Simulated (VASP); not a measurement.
Input:

```xyz
5
Lattice="5.7440 0.0000 0.0000 0.0000 5.7440 0.0000 0.0000 0.0000 5.7440" Properties=species:S:1:pos:R:3 pbc="T T T"
K      0.0000     0.0000     0.0000
Hg     2.8720     2.8720     2.8720
I      0.0000     2.8720     2.8720
I      2.8720     2.8720     0.0000
I      2.8720     0.0000     2.8720
```

Level of theory: PBE GGA, VASP's PBE PAW potentials (set 64) (plane waves; VASP). Run with 300 eV cut-off, 3×3×3 Γ-centred mesh, Gaussian smearing of 0.20 eV, potentials K_sv Hg I.

**Question.** Give the energies of bands 11 to 24 at the high-symmetry points, in eV from the Fermi level.

**Answer.** 
```tsv
band	Γ	X	M	R
11	-6.09	-6.45	-6.51	-6.58
12	-6.09	-6.09	-6.51	-6.58
13	-3.64	-3.67	-4.84	-6.58
14	-3.64	-3.39	-3.06	-2.39
15	-3.64	-3.39	-2.52	-2.39
16	-1.85	-2.17	-1.76	-2.39
17	-1.20	-1.47	-1.76	-0.30
18	-1.20	-1.41	-1.43	-0.30
19	-1.20	-1.41	-1.43	-0.30
20	-0.87	-1.02	-0.32	0.39
21	-0.87	-1.02	0.37	0.39
22	-0.87	2.28	3.57	3.46
23	3.11	4.53	4.80	4.04
24	4.69	4.82	4.80	4.04
```

It has no gap at this level: it comes out as a metal or semimetal.

The structure was generated: KHgI3 was put into an ordered model structure, which need not be its known phase. The cell was not relaxed at this level. The k-mesh is coarse (spacing up to 0.36 per Å, 2π included), so the numbers may not be converged in it.
